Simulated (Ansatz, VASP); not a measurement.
**HfB2 in two plane-wave programs**

Aim: how closely do two programs agree when they are given the same cell, functional and k mesh? The cell is taken from a series of runs on this material, whose earlier steps may have relaxed, scaled, displaced or heated it; both programs get it as it stands.

Method: plane waves, with VASP 6.6.1 beside it; zone-centre phonons at PBEsol, in Ansatz 0.2.0.

## Step 1: Set-up

It takes space group P6/mmm (No. 191, hexagonal). Conventional cell: a = 3.154 Å, b = 3.154 Å, c = 3.309 Å, α = 90.00°, β = 90.00°, γ = 120.00°. B has 3 B at 1.82 Å and 6 Hf at 2.46 Å nearest. Nearest to Hf lie 12 B at 2.46 Å. Farther neighbours are not listed.

## Step 2: VASP: zone-centre phonons, PBEsol

Second derivatives magnify differences that forces hide, and they need a tight electronic threshold.

Lines of VASP's logs that name or quote its potential files are left out, and so is its time.

INCAR reads:

```
SYSTEM = HfB2
PREC = Accurate
ENCUT = 500
EDIFF = 1E-08
NELM = 120
ISMEAR = 1
SIGMA = 0.2
LREAL = .FALSE.
ALGO = Normal
GGA = PS
NBANDS = 14
LASPH = .TRUE.
LORBIT = 11
LWAVE = .FALSE.
LCHARG = .FALSE.
ISIF = 2
IBRION = 8
GGA_COMPAT = .FALSE.
KPAR = 2
```

POSCAR reads:

```
HfB2
1.0
    3.1535400564      0.0000000000      0.0000000000
   -1.5767700282      2.7310458007      0.0000000000
    0.0000000000      0.0000000000      3.3093110606
B Hf
2 1
Direct
    0.3333333333      0.6666666667      0.5000000000
    0.6666666667      0.3333333333      0.5000000000
    0.0000000000      0.0000000000      0.0000000000
```

KPOINTS reads:

```
Automatic mesh
0
Gamma
15 15 12
0 0 0
```

Potentials, in the order of the species: B and Hf_pv (PBE family, release 64).

The run is started by

```sh
$ mpirun -np 2 vasp_std
```

Numbers of over 12 decimals in the logs are rounded to 6 here.

The log of the run:

```text
[banner, memory and clock lines left out]
running    2 mpi-ranks, on    1 nodes
 distrk:  each k-point on    1 cores,    2 groups
 distr:  one band on    1 cores,    1 groups

 POSCAR found type information on POSCAR B Hf
 POSCAR found :  2 types and       3 ions
|                                                                             |
|               ----> ADVICE to this user running VASP <----                  |
|                                                                             |
|     You enforced a specific xc type in the INCAR file but a different       |
|     [... a line on the potential file left out ...]
|     I HOPE YOU KNOW WHAT YOU ARE DOING!                                     |
|                                                                             |

 LDA part: xc-table for (Slater+PW92), standard interpolation
 POSCAR, INCAR and KPOINTS ok, starting setup
 FFT: planning ... GRIDC
 FFT: planning ... GRID_SOFT
 FFT: planning ... GRID
 WAVECAR not read
 entering main loop
       N       E                     dE             d eps       ncg     rms          rms(c)
DAV:   1     0.260219251183E+02    0.26022E+02   -0.80300E+03  5292   0.106E+03
DAV:   2    -0.283533551621E+02   -0.54375E+02   -0.50902E+02  6854   0.224E+02
DAV:   3    -0.298537328773E+02   -0.15004E+01   -0.14914E+01  7038   0.278E+01
DAV:   4    -0.298605873804E+02   -0.68545E-02   -0.68529E-02  6096   0.226E+00
DAV:   5    -0.298606308461E+02   -0.43466E-04   -0.43464E-04  7014   0.154E-01    0.595E+01
DAV:   6    -0.279245654811E+02    0.19361E+01   -0.30092E+00  6426   0.120E+01    0.420E+01
DAV:   7    -0.278845594871E+02    0.40006E-01   -0.12241E+00  6708   0.794E+00    0.972E+00
DAV:   8    -0.278015859177E+02    0.82974E-01   -0.37434E-01  6360   0.448E+00    0.158E+00
DAV:   9    -0.277980771881E+02    0.35087E-02   -0.23733E-02  6186   0.124E+00    0.280E-01
DAV:  10    -0.277980069208E+02    0.70267E-04   -0.65524E-04  6614   0.215E-01    0.257E-01
DAV:  11    -0.277980093438E+02   -0.24230E-05   -0.36839E-05  6588   0.460E-02    0.595E-02
DAV:  12    -0.277980080953E+02    0.12485E-05   -0.27016E-06  6462   0.130E-02    0.289E-02
DAV:  13    -0.277980082216E+02   -0.12635E-06   -0.11959E-07  6654   0.302E-03    0.287E-03
DAV:  14    -0.277980082292E+02   -0.76375E-08   -0.13630E-08  5358   0.968E-04
   1 F= -.27798008E+02 E0= -.27797914E+02  d E =-.282703E-03
 Linear response reoptimize wavefunctions to high precision
DAV:   1    -0.277980082524E+02   -0.23164E-07   -0.47734E-09  6584   0.556E-04
DAV:   2    -0.277980082524E+02    0.36380E-11   -0.78930E-11  2976   0.786E-05
 Linear response DOF=           4
 Linear response progress:
  Degree of freedom:   1/  4
       N       E                     dE             d eps       ncg     rms          rms(c)
RMM:   1    -0.446472877541E-01   -0.44647E-01    0.27451E-02 53116   0.117E+00
RMM:   2    -0.435015382821E-01    0.11457E-02   -0.12403E-03 38177   0.207E-01    0.320E-01
RMM:   3    -0.433691960601E-01    0.13234E-03   -0.57521E-04 34195   0.122E-01    0.170E-01
RMM:   4    -0.438768036754E-01   -0.50761E-03   -0.53967E-04 34772   0.112E-01    0.213E-02
RMM:   5    -0.438352739108E-01    0.41530E-04   -0.17365E-05 37858   0.240E-02    0.700E-03
RMM:   6    -0.438333440244E-01    0.19299E-05   -0.73387E-07 40184   0.442E-03    0.204E-03
RMM:   7    -0.438282034631E-01    0.51406E-05   -0.94927E-08 39971   0.177E-03    0.888E-04
RMM:   8    -0.438292704376E-01   -0.10670E-05   -0.49199E-09 41721   0.361E-04    0.376E-04
RMM:   9    -0.438292976075E-01   -0.27170E-07   -0.38810E-09 41951   0.884E-05    0.177E-04
RMM:  10    -0.438294901170E-01   -0.19251E-06   -0.30603E-09 39472   0.550E-05    0.152E-05
RMM:  11    -0.438295114709E-01   -0.21354E-07   -0.24156E-09 41839   0.143E-05    0.108E-05
RMM:  12    -0.438295097089E-01    0.17620E-08   -0.15413E-09 38176   0.559E-06    0.127E-05
 first order change of Fermi-energy   0.15455E-04
 force on displaced ion       1 direction 1 : -16.106  -0.001   0.000
 Linear response progress:
  Degree of freedom:   2/  4
       N       E                     dE             d eps       ncg     rms          rms(c)
RMM:   1    -0.451804664451E-01   -0.45180E-01    0.38244E-02 18329   0.129E+00
RMM:   2    -0.450440524403E-01    0.13641E-03   -0.99621E-04 13619   0.192E-01    0.452E-01
RMM:   3    -0.449579813998E-01    0.86071E-04   -0.61989E-04 12210   0.132E-01    0.220E-01
RMM:   4    -0.454198778424E-01   -0.46190E-03   -0.35607E-04 13281   0.930E-02    0.284E-02
RMM:   5    -0.454464122124E-01   -0.26534E-04   -0.87164E-06 13758   0.272E-02    0.870E-03
RMM:   6    -0.454468943592E-01   -0.48215E-06    0.14060E-06 13789   0.584E-03    0.224E-03
RMM:   7    -0.454343474952E-01    0.12547E-04    0.16012E-07 12983   0.220E-03    0.272E-04
RMM:   8    -0.454346189359E-01   -0.27144E-06    0.15813E-07 14726   0.407E-04    0.553E-05
RMM:   9    -0.454346137393E-01    0.51965E-08    0.58978E-08 14937   0.855E-05    0.372E-05
 first order change of Fermi-energy  -0.76189E-04
 force on displaced ion       1 direction 3 :   0.000   0.000 -11.193
 Linear response progress:
  Degree of freedom:   3/  4
       N       E                     dE             d eps       ncg     rms          rms(c)
RMM:   1    -0.207218518658E+00   -0.20722E+00    0.46669E+00 13893   0.125E+01
RMM:   2    -0.204800478704E+00    0.24180E-02   -0.33440E-02 19316   0.126E+00    0.555E-01
RMM:   3    -0.204213768394E+00    0.58671E-03   -0.10604E-03 25323   0.164E-01    0.265E-01
RMM:   4    -0.203742092661E+00    0.47168E-03   -0.77913E-05 26088   0.547E-02    0.149E-01
RMM:   5    -0.203343426991E+00    0.39867E-03   -0.24364E-05 26600   0.350E-02    0.120E-02
RMM:   6    -0.203334634304E+00    0.87927E-05   -0.20402E-06 25942   0.963E-03    0.487E-03
RMM:   7    -0.203344665356E+00   -0.10031E-04    0.21858E-07 28148   0.223E-03    0.446E-03
RMM:   8    -0.203343026977E+00    0.16384E-05    0.63753E-07 26809   0.612E-04    0.638E-04
RMM:   9    -0.203342803695E+00    0.22328E-06   -0.88546E-10 28919   0.220E-04    0.422E-04
RMM:  10    -0.203343044247E+00   -0.24055E-06   -0.81568E-08 27611   0.710E-05    0.641E-06
RMM:  11    -0.203343043496E+00    0.75106E-09   -0.90132E-09 28495   0.290E-05    0.134E-05
 first order change of Fermi-energy   0.68546E-04
 force on displaced ion       3 direction 1 : -16.405   0.000   0.000
 Linear response progress:
  Degree of freedom:   4/  4
       N       E                     dE             d eps       ncg     rms          rms(c)
RMM:   1    -0.222777068689E+00   -0.22278E+00    0.46561E+00  6062   0.127E+01
RMM:   2    -0.220665892609E+00    0.21112E-02   -0.37599E-02  8162   0.131E+00    0.858E-01
RMM:   3    -0.220148405394E+00    0.51749E-03   -0.18182E-03 10603   0.201E-01    0.432E-01
RMM:   4    -0.219728786963E+00    0.41962E-03   -0.20049E-04 10091   0.755E-02    0.168E-01
RMM:   5    -0.219489760086E+00    0.23903E-03   -0.22960E-05 10744   0.316E-02    0.254E-02
RMM:   6    -0.219429295428E+00    0.60465E-04   -0.42168E-07 10689   0.967E-03    0.467E-03
RMM:   7    -0.219442642902E+00   -0.13347E-04    0.20837E-05 11320   0.308E-03    0.493E-03
RMM:   8    -0.219438109946E+00    0.45330E-05    0.27846E-05 11697   0.884E-04    0.138E-03
RMM:   9    -0.219437329679E+00    0.78027E-06    0.12949E-05 11584   0.323E-04    0.120E-04
RMM:  10    -0.219437123387E+00    0.20629E-06    0.62345E-06 12339   0.126E-04    0.824E-05
RMM:  11    -0.219437007238E+00    0.11615E-06    0.33582E-06 12176   0.545E-05    0.788E-05
RMM:  12    -0.219437027224E+00   -0.19986E-07    0.15794E-06 11612   0.307E-05    0.114E-05
RMM:  13    -0.219437014478E+00    0.12746E-07    0.82864E-07  9939   0.155E-05    0.101E-05
RMM:  14    -0.219437005036E+00    0.94419E-08    0.40251E-07  8580   0.955E-06    0.280E-06
RMM:  15    -0.219436999621E+00    0.54154E-08    0.21681E-07  7308   0.647E-06    0.855E-07
RMM:  16    -0.219436997334E+00    0.22871E-08    0.11820E-07  6822   0.501E-06    0.229E-07
RMM:  17    -0.219436996688E+00    0.64516E-09    0.69085E-08  5950   0.416E-06    0.196E-07
 first order change of Fermi-energy   0.47093E-03
 force on displaced ion       3 direction 3 :  -0.000   0.000 -18.977
 Linear response finished
```

Parts of OUTCAR (step 2):

```text
ion  position               nearest neighbor table
   1  0.333  0.667  0.500-   2 1.82   2 1.82   2 1.82   3 2.46   3 2.46   3 2.46   3 2.46   3 2.46
                             3 2.46
   2  0.667  0.333  0.500-   1 1.82   1 1.82   1 1.82   3 2.46   3 2.46   3 2.46   3 2.46   3 2.46
                             3 2.46
   3  0.000  0.000  0.000-   1 2.46   2 2.46   1 2.46   2 2.46   2 2.46   2 2.46   1 2.46   1 2.46
                             2 2.46   2 2.46   1 2.46   1 2.46

  LATTYP: Found a hexagonal cell.
 ALAT       =     3.1535400564
 C/A-ratio  =     1.0493956003

 Subroutine GETGRP returns: Found 24 space group operations
 (whereof 24 operations were pure point group operations)

The static configuration has the point symmetry D_6h.

 Found    189 irreducible k-points:

   k-points           NKPTS =    189   k-points in BZ     NKDIM =    189   number of bands    NBANDS=     14

   dimension x,y,z NGX =    24 NGY =   24 NGZ =   24
   dimension x,y,z NGXF=    48 NGYF=   48 NGZF=   48

   ENCUT  =  500.0 eV  36.75 Ry    6.06 a.u.   5.75  5.75  6.03*2*pi/ulx,y,z

   NELECT =      16.0000    total number of electrons

 k-points in reciprocal lattice and weights: Automatic mesh
   0.00000000  0.00000000  0.00000000       0.000
   0.06666667 -0.00000000  0.00000000       0.002
   0.13333333 -0.00000000  0.00000000       0.002
   0.20000000 -0.00000000  0.00000000       0.002
   0.26666667 -0.00000000  0.00000000       0.002
   0.33333333 -0.00000000  0.00000000       0.002
   0.40000000 -0.00000000  0.00000000       0.002
   0.46666667 -0.00000000  0.00000000       0.002
   0.06666667  0.06666667  0.00000000       0.002
[...]
0.33333333  0.26666667  0.50000000       0.004
   0.33333333  0.33333333  0.50000000       0.001

 average (electrostatic) potential at core
       1 -24.9060       2 -24.9060       3 -33.5194

  Total        0.0040346      0.0040346      3.2370111      0.0000000      0.0000000     -0.0000000
  in kB        0.2268032      0.2268032    181.9658299      0.0000000      0.0000000     -0.0000000
  external PRESSURE =      60.8064788 kB  Pullay stress =       0.0000000 kB

  energy-cutoff  :      500.00
  volume of cell :       28.50
      direct lattice vectors                 reciprocal lattice vectors
     3.153540056  0.000000000  0.000000000     0.317103947  0.183080049  0.000000000
    -1.576770028  2.731045801  0.000000000     0.000000000  0.366160099  0.000000000
     0.000000000  0.000000000  3.309311061     0.000000000  0.000000000  0.302177699

 POSITION                                       TOTAL-FORCE (eV/Angst)
 -----------------------------------------------------------------------------------
     -0.00000      1.82070      1.65466         0.000000     -0.000000      0.000000
      1.57677      0.91035      1.65466        -0.000000      0.000000      0.000000
      0.00000      0.00000      0.00000         0.000000      0.000000      0.000000
 -----------------------------------------------------------------------------------
    total drift:                               -0.000000      0.000000      0.000000

 Eigenvectors and eigenvalues of the dynamical matrix
 ----------------------------------------------------

   1 f  =   23.296267 THz   146.374765 2PiTHz  777.079835 cm-1    96.345577 meV
             X         Y         Z           dx          dy          dz
     -0.000000  1.820697  1.654656    -0.000000    0.707107    0.000000
      1.576770  0.910349  1.654656     0.000000   -0.707107   -0.000000
      0.000000  0.000000  0.000000     0.000000    0.000000    0.000000

   2 f  =   23.296267 THz   146.374765 2PiTHz  777.079835 cm-1    96.345577 meV
             X         Y         Z           dx          dy          dz
     -0.000000  1.820697  1.654656    -0.707107   -0.000000   -0.000000
      1.576770  0.910349  1.654656     0.707107    0.000000    0.000000
      0.000000  0.000000  0.000000     0.000000    0.000000    0.000000

   3 f  =   17.075271 THz   107.287093 2PiTHz  569.569740 cm-1    70.617616 meV
             X         Y         Z           dx          dy          dz
     -0.000000  1.820697  1.654656    -0.000000    0.000000    0.707107
      1.576770  0.910349  1.654656    -0.000000    0.000000   -0.707107
      0.000000  0.000000  0.000000     0.000000   -0.000000    0.000000

   4 f  =   15.508503 THz    97.442798 2PiTHz  517.307975 cm-1    64.137986 meV
             X         Y         Z           dx          dy          dz
     -0.000000  1.820697  1.654656    -0.000000   -0.000000   -0.667818
      1.576770  0.910349  1.654656    -0.000000   -0.000000   -0.667818
      0.000000  0.000000  0.000000    -0.000000   -0.000000    0.328690

   5 f  =   14.420558 THz    90.607039 2PiTHz  481.018043 cm-1    59.638610 meV
             X         Y         Z           dx          dy          dz
     -0.000000  1.820697  1.654656    -0.000000   -0.667826    0.000000
      1.576770  0.910349  1.654656    -0.000000   -0.667826    0.000000
      0.000000  0.000000  0.000000    -0.000000    0.328658   -0.000000

   6 f  =   14.420558 THz    90.607039 2PiTHz  481.018043 cm-1    59.638610 meV
             X         Y         Z           dx          dy          dz
     -0.000000  1.820697  1.654656     0.667826   -0.000000    0.000000
      1.576770  0.910349  1.654656     0.667826    0.000000   -0.000000
      0.000000  0.000000  0.000000    -0.328658    0.000000    0.000000

   7 f/i=    0.000302 THz     0.001899 2PiTHz    0.010079 cm-1     0.001250 meV
             X         Y         Z           dx          dy          dz
     -0.000000  1.820697  1.654656     0.000000    0.000000    0.232419
      1.576770  0.910349  1.654656     0.000000    0.000000    0.232419
      0.000000  0.000000  0.000000     0.000000    0.000000    0.944438

   8 f/i=    0.000774 THz     0.004863 2PiTHz    0.025817 cm-1     0.003201 meV
             X         Y         Z           dx          dy          dz
     -0.000000  1.820697  1.654656     0.009347    0.232208   -0.000000
      1.576770  0.910349  1.654656     0.009347    0.232208   -0.000000
      0.000000  0.000000  0.000000     0.037987    0.943685   -0.000000

   9 f/i=    0.000774 THz     0.004863 2PiTHz    0.025817 cm-1     0.003201 meV
             X         Y         Z           dx          dy          dz
     -0.000000  1.820697  1.654656     0.232208   -0.009347    0.000000
      1.576770  0.910349  1.654656     0.232208   -0.009347    0.000000
      0.000000  0.000000  0.000000     0.943685   -0.037987    0.000000

 ELASTIC MODULI CONTR FROM IONIC RELAXATION (kBar)
 Direction    XX          YY          ZZ          XY          YZ          ZX
 --------------------------------------------------------------------------------
 XX         -26.1467     26.1467      0.0000      0.0000      0.0000      0.0000
 YY          26.1467    -26.1467      0.0000     -0.0000     -0.0000      0.0000
 ZZ           0.0000      0.0000      0.0000      0.0000      0.0000      0.0000
 XY           0.0000     -0.0000      0.0000    -26.1467      0.0000      0.0000
 YZ           0.0000     -0.0000      0.0000      0.0000     -0.0000      0.0000
 ZX           0.0000      0.0000      0.0000      0.0000      0.0000      0.0000
 --------------------------------------------------------------------------------
```

(Continued in part 2 of 2.)

[Lines on the potential files, build, host, timing and source positions are cut from VASP's logs without a mark.]

[Logs are printed without paths, hosts, clocks, repeated set-up lines and the standing remarks that a program may print on its own settings, such as how far it seeks lower states.]

[Hosts, paths, dates, database ids (printed as entryN), source tags and the programs' standing remarks are cut or masked in the printed files.]
